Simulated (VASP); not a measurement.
# Quasiparticle energies of SiC in VASP, part 4 of 4

Wanted: how far GW moves the Kohn-Sham levels of SiC. The cell has space group P6_3mc, a computed entry that need not be the common form of this compound. The start is a computed cell from the Materials Project.

VASP 6.6.1, plane waves and PAW; the level of theory is named at each step.

So far. Step 3 (Ground state): The cell has a gap of 2.22 eV on mesh and path and a pressure of +2.8 GPa, which holds the misfit of the given cell and coordinates with this functional, and any error of cutoff, mesh and data sets. Step 4 (Empty bands): WAVECAR now holds 348 bands for 32 electrons. Its independent-particle dielectric tensor has xx, yy, zz = 7.7, 7.7, 7.6 on this mesh, which isn't tested for convergence in mesh or bands and lacks local fields.

### Step 5. evGW0 (continued)

Level of this step: evGW0 on PBE; plane waves and PAW (Si_GW, C_GW) (VASP).

From OUTCAR (step 5):

```text
   k-points           NKPTS =     14   k-points in BZ     NKDIM =     72   number of bands    NBANDS=    348

   NELECT =      32.0000    total number of electrons

 E-fermi :   8.9891

 QP shifts <psi_nk| G(iteration)W_0 |psi_nk>: iteration 1
 for sc-GW calculations column KS-energies equals QP-energies in previous step
 and V_xc(KS)=  KS-energies - (<T + V_ion + V_H > + <T+V_H+V_ion>^1  + <V_x>^1)
 k-point   1 :       0.0000    0.0000    0.0000
  band No.  KS-energies  QP-energies   sigma(KS)   V_xc(KS)     V^pw_x(r,r')   Z            occupation Imag(sigma)
    ...
     13       7.2952       6.6691     -15.4176     -14.6181     -17.4307       0.7832       2.0000       0.0753
     14       7.8261       7.2497     -15.5473     -14.8150     -17.3598       0.7869       2.0000       0.0715
     15       7.8796       7.3060     -15.5875     -14.8582     -17.4437       0.7866       2.0000       0.0722
     16       7.8796       7.3060     -15.5875     -14.8582     -17.4437       0.7866       2.0000       0.0722
     17      12.9845      13.4831     -11.5674     -12.1936      -6.8556       0.7961       0.0000      -0.0869
     18      13.5644      14.0814     -11.4866     -12.1383      -6.6514       0.7933       0.0000      -0.0918
     19      14.1903      14.7087     -12.4129     -13.0780      -7.3133       0.7794       0.0000      -0.1071
     20      14.2088      14.7271     -11.4586     -12.1130      -6.5031       0.7920       0.0000      -0.0989
    ...

 k-point   2 :       0.1667   -0.0000    0.0000
  band No.  KS-energies  QP-energies   sigma(KS)   V_xc(KS)     V^pw_x(r,r')   Z            occupation Imag(sigma)
    ...
     13       6.6516       5.9683     -15.1464     -14.2720     -17.2918       0.7815       2.0000       0.0786
     14       6.7135       6.0328     -15.1535     -14.2823     -17.2961       0.7813       2.0000       0.0783
     15       7.4927       6.8888     -15.3989     -14.6297     -17.2715       0.7852       2.0000       0.0725
     16       7.6327       7.0363     -15.5505     -14.7914     -17.4711       0.7856       2.0000       0.0734
     17      12.6556      13.0623     -10.5853     -11.0923      -5.9549       0.8021       0.0000      -0.0882
     18      13.3439      13.7911     -10.7743     -11.3350      -6.0046       0.7977       0.0000      -0.0938
     19      13.6204      14.0777     -10.7499     -11.3244      -5.9238       0.7960       0.0000      -0.0959
     20      14.6950      15.2385     -11.4336     -12.1263      -6.3138       0.7846       0.0000      -0.1113
    ...

 QP shifts <psi_nk| G(iteration)W_0 |psi_nk>: iteration 2
 k-point   1 :       0.0000    0.0000    0.0000
  band No. old QP-enery  QP-energies   sigma(KS)   T+V_ion+V_H  V^pw_x(r,r')   Z            occupation Imag(sigma)
    ...
     13       6.6691       6.5516     -15.3940      21.9134     -17.4307       0.7852       2.0000       0.0762
     14       7.2497       7.1402     -15.5300      22.6410     -17.3598       0.7900       2.0000       0.0721
     15       7.3060       7.1962     -15.5710      22.7378     -17.4437       0.7894       2.0000       0.0726
     16       7.3060       7.1962     -15.5710      22.7378     -17.4437       0.7894       2.0000       0.0726
     17      13.4831      13.5182     -11.6510      25.1781      -6.8556       0.7966       0.0000      -0.0904
     18      14.0814      14.1211     -11.5712      25.7027      -6.6514       0.7929       0.0000      -0.0959
     19      14.7087      14.7471     -12.5102      27.2683      -7.3133       0.7777       0.0000      -0.1122
     20      14.7271      14.7573     -11.5565      26.3218      -6.5031       0.7894       0.0000      -0.1040
    ...

 QP shifts <psi_nk| G(iteration)W_0 |psi_nk>: iteration 3
 k-point   1 :       0.0000    0.0000    0.0000
  band No. old QP-enery  QP-energies   sigma(KS)   T+V_ion+V_H  V^pw_x(r,r')   Z            occupation Imag(sigma)
    ...
     13       6.5516       6.5287     -15.3909      21.9134     -17.4307       0.7855       2.0000       0.0764
     14       7.1402       7.1189     -15.5278      22.6410     -17.3598       0.7906       2.0000       0.0722
     15       7.1962       7.1748     -15.5688      22.7378     -17.4437       0.7898       2.0000       0.0727
     16       7.1962       7.1748     -15.5688      22.7378     -17.4437       0.7898       2.0000       0.0727
     17      13.5182      13.5180     -11.6602      25.1781      -6.8556       0.7967       0.0000      -0.0908
     18      14.1211      14.1216     -11.5810      25.7027      -6.6514       0.7931       0.0000      -0.0963
     19      14.7471      14.7472     -12.5211      27.2683      -7.3133       0.7774       0.0000      -0.1127
     20      14.7573      14.7569     -11.5650      26.3218      -6.5031       0.7897       0.0000      -0.1043
    ...

 QP shifts <psi_nk| G(iteration)W_0 |psi_nk>: iteration 4
 k-point   1 :       0.0000    0.0000    0.0000
  band No. old QP-enery  QP-energies   sigma(KS)   T+V_ion+V_H  V^pw_x(r,r')   Z            occupation Imag(sigma)
    ...
     13       6.5287       6.5241     -15.3905      21.9134     -17.4307       0.7856       2.0000       0.0764
     14       7.1189       7.1146     -15.5276      22.6410     -17.3598       0.7906       2.0000       0.0722
     15       7.1748       7.1704     -15.5686      22.7378     -17.4437       0.7901       2.0000       0.0727
     16       7.1748       7.1704     -15.5686      22.7378     -17.4437       0.7901       2.0000       0.0727
     17      13.5180      13.5171     -11.6613      25.1781      -6.8556       0.7967       0.0000      -0.0908
     18      14.1216      14.1208     -11.5821      25.7027      -6.6514       0.7931       0.0000      -0.0964
     19      14.7472      14.7464     -12.5222      27.2683      -7.3133       0.7775       0.0000      -0.1127
     20      14.7569      14.7562     -11.5658      26.3218      -6.5031       0.7897       0.0000      -0.1043
    ...

[... 8 parts as in an earlier step ...]

[... 28 further parts left out ...]
```

This step gave:

- quasiparticle gap on the mesh: 3.199 eV
- smallest direct quasiparticle gap on the mesh: 4.441 eV
- gap of the starting orbitals on the mesh: 2.219 eV

QP gap by iteration, by row:

```csv
iteration,gap (eV),direct gap (eV)
1,3.053,4.277
2,3.177,4.415
3,3.196,4.437
4,3.199,4.441
```

GW takes the gap from 2.219 to 3.199 eV. The last pass still moved it by +3 meV. The value holds for 348 bands, ENCUTGW = 150 eV and this mesh, and isn't shown to be converged in them.

### Step 6. Results

```
evGW0 on PBE, 348 bands, ENCUTGW 150 eV, NOMEGA 48, mesh 6×6×2 : 2.219 → 3.199 eV
```

What this shows: evGW0 gives a quasiparticle gap of 3.199 eV on the mesh, 0.98 eV over the PBE gap on the same mesh. On mesh and path the starting valence top lies at Γ and the conduction bottom at (0.5, 0, 0), so the starting gap is indirect. Both points lie on the GW mesh. In evGW0 the first pass, which is the one-shot result, gives 3.053 eV and pass 4 gives 3.199 eV; the last pass changed the gap by +3 meV, so the loop is converged. Bands, response cutoff and mesh weren't tested for convergence. Not tabulated here, as repeats of values shown or as unfit to read for their mesh, reference level or band range: gaps (relaxation); eps2 curves (empty bands); eps1 curves and static values (empty bands).

[Lines on the potential files, build, host, timing and source positions are cut from VASP's logs without a mark.]

[Logs are printed without paths, hosts, clocks, repeated set-up lines and the standing remarks that a program may print on its own settings, such as how far it seeks lower states.]

[Hosts, paths, dates, database ids (printed as entryN), source tags and the programs' standing remarks are cut or masked in the printed files.]

[Pressures printed for these runs are not shown converged in the cutoff: they can be off by several GPa and have the wrong sign.]
